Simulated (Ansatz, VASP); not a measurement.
**One calculation of In3S2, two programs**

```
CELL_PARAMETERS angstrom
3.91016 2.25753 3.11513
-3.91016 2.25753 3.11513
0.00000 -4.51506 3.11513
ATOMIC_POSITIONS crystal
In 0.00000 0.50000 0.00000
In 0.00000 0.00000 0.50000
In 0.50000 0.00000 0.00000
S 0.81876 0.81876 0.81876
S 0.18124 0.18124 0.18124
```

Change from the starting cell: species swapped into the Br2Cl3 type (R-3m, No. 166).

Alike in both runs: task relaxation of cell and atoms; functional PBE; k mesh 3 × 3 × 3; occupations gaussian, width 0.1 eV; no spin polarisation.

|  | VASP | Ansatz |
| --- | --- | --- |
| version | VASP 6.6.1 | Ansatz 0.2.0 |
| potentials or method | VASP PAW PBE potentials, release 64 (In_d, S) | scalar-relativistic, plane waves, PAW |
| plane-wave cutoff (eV) | 600 | 420 |
| valence electrons in the cell | 51 | 51 |

```csv
,VASP,Ansatz,Ansatz less VASP
"gap on the k mesh at the Fermi level, each at its own relaxed structure (eV)",none,none,-
relaxed volume (Å³/atom),31.74,32.02,+0.281
relaxed cell length with the largest relative difference (Å),5.546,5.564,+0.0184
energy change over the relaxation (meV/atom),-741,-746,-4.1
```

A gap of «none» marks a metal or a gap that the smearing closes.

Caveats: the k mesh is coarse (spacing up to 0.38 Å⁻¹), so the values aren't converged.
